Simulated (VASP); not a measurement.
A convergence study with VASP on ZnO (wurtzite): one setting is varied, all else stays as given below, so the limit is that of these other settings.

```yaml
crystal:
  lattice:
    - [1.62500, -2.81458, 0.00000]
    - [1.62500, 2.81458, 0.00000]
    - [0.00000, 0.00000, 5.21000]
  atoms:
    - { symbol: Zn, position: [0.66667, 0.33333, 0.50000] }
    - { symbol: Zn, position: [0.33333, 0.66667, 0.00000] }
    - { symbol: O, position: [0.66667, 0.33333, 0.88200] }
    - { symbol: O, position: [0.33333, 0.66667, 0.38200] }
```

Computed with LDA (Ceperley-Alder, Perdew-Zunger), VASP's LDA PAW potentials (set 64) (plane waves; VASP). The tightest run used: 700 eV cut-off, 17×17×9 Γ-centred mesh, Gaussian smearing of 0.050 eV, potentials Zn O.

Question: The settings run are 1×1×1 mesh; 2×2×1 mesh; 3×3×2 mesh; 4×4×2 mesh; 5×5×3 mesh; 6×6×3 mesh; 8×8×4 mesh; 9×9×5 mesh; 10×10×6 mesh; 11×11×6 mesh; 12×12×7 mesh; 13×13×7 mesh; 14×14×8 mesh; 15×15×8 mesh; 16×16×9 mesh; 17×17×9 mesh. From which on does the energy per atom stay within 0.005 eV/atom of the tightest run?

Answer: From 5×5×3 mesh on: it is off by 0.0021 there and by no more than 0.005 in any finer run, while 4×4×2 mesh is off by 0.0076.
```csv
setting,E (eV/atom),pressure (GPa),irreducible k-points,difference judged (eV/atom)
1×1×1 mesh,-2.5709,25.39,1,2.7118
2×2×1 mesh,-5.1356,-7.61,2,0.1471
3×3×2 mesh,-5.2504,-6.21,6,0.0323
4×4×2 mesh,-5.2751,-6.44,8,0.0076
5×5×3 mesh,-5.2806,-6.41,10,0.0021
6×6×3 mesh,-5.2817,-6.42,14,0.0010
8×8×4 mesh,-5.2825,-6.43,30,0.0002
9×9×5 mesh,-5.2826,-6.41,36,0.0001
10×10×6 mesh,-5.2827,-6.44,56,0.0000
11×11×6 mesh,-5.2827,-6.43,64,0.0000
12×12×7 mesh,-5.2827,-6.43,76,0.0000
13×13×7 mesh,-5.2827,-6.43,84,0.0000
14×14×8 mesh,-5.2827,-6.43,120,0.0000
15×15×8 mesh,-5.2827,-6.43,135,0.0000
16×16×9 mesh,-5.2827,-6.43,150,0.0000
17×17×9 mesh,-5.2827,-6.43,165,0.0000
```

Left out are rungs that failed or repeat a setting and relaxations that didn't move; long series are thinned to 24 rows.

The compound is ZnO in the wurtzite structure. The cell was not relaxed at this level.
